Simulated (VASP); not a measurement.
Here is a VASP 6.6.1 calculation.

The input INCAR:

```
PREC = Accurate
ENCUT = 520
EDIFF = 1E-6
ISMEAR = -1
SIGMA = 0.02
LREAL = Auto
LASPH = True
NELM = 100
ALGO = Fast
ISIF = 2
LWAVE = False
LCHARG = False
GGA = PE
IVDW = 12
NBANDS = 22
```

KPOINTS

```
regular mesh
0
Gamma
  1 1 1
```

The input POSCAR:

```
H
1.0
    6.7824230000      0.0000000000      0.0000000000
    0.0000000000      6.7824230000      0.0000000000
    0.0000000000      0.0000000000      6.7824230000
H
16
Direct
    0.3631940179      0.7577025961      0.3807482434
    0.3756912231      0.6910699868      0.2936602009
    0.3022466129      0.4368911631      0.5196548723
    0.2393686807      0.3599057173      0.4728295693
    0.9640213914      0.1062779324      0.1025587802
    1.0069643589      0.1025871925      0.0011582595
    0.0926916433      0.0160427603      0.6932171216
    0.0282674841      0.0753549082      0.6261985604
    0.3731180189      0.3287623715      0.9001333285
    0.3763457439      0.3191687411      0.7903722012
    0.3773298978      0.0843533408      0.4489186292
    0.4753503967      0.1236053127      0.4180624095
    0.9998534305      0.5487973951      0.0893323544
    1.0155113818      0.5580544941     -0.0186094668
    0.7884305176      0.7428691005      0.2214882950
    0.7509221006      0.7248663875      0.1201374416
```

Potentials or basis: VASP PAW PBE potentials, release 64 (H).

Command:

```sh
$ cat potpaw_PBE.64/H/POTCAR > POTCAR
$ mpirun -np 1 vasp_gam > vasp.out
```

(1) Predict the largest force.

(2) Estimate the dispersion energy per atom.

(3) Predict the pressure.

(4) Predict the band gap on the k mesh.

Results:

(1) 0.320 eV/Å.

(2) -0.011 eV.

(3) 0.4 GPa.

(4) 8.81 eV, direct.
